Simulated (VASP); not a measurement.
Consider the following.

```
CELL_PARAMETERS angstrom
      5.90734     0.00000     0.00000
      0.00000     5.90734     0.00000
      0.00000     0.00000     5.90734
ATOMIC_POSITIONS crystal
  Cs 0.00000 0.00000 0.00000
  Pb 0.50000 0.50000 0.50000
  Br 0.50000 0.00000 0.50000
  Br 0.00000 0.50000 0.50000
  Br 0.50000 0.50000 0.00000
```

Method: optB86b-vdW, VASP's PBE PAW potentials (set 64) (plane waves; VASP 6.6.1). Settings: 520 eV cut-off, 4×4×4 Γ-centred mesh, tetrahedra with Blöchl corrections, potentials Cs_sv Pb_d Br.

Unless said otherwise, spin-orbit coupling is left out, though it shifts the bands of the heavy elements here.

Problem. Estimate the energy per atom (σ→0), band gap (on the k-mesh) with the smallest direct gap where there is one.

Solution. 
```
Item                                          Value
-----------------------------------  --------------
band gap (on the k-mesh)                    1.62 eV
smallest direct gap (on the k-mesh)         1.62 eV
energy per atom (σ→0)                -0.960 eV/atom
```

Only differences to runs with the same potentials and settings are physical.

The compound is CsPbBr3 in the cubic perovskite structure, the ideal cubic form; the compound distorts at low or room temperature. It was relaxed first.
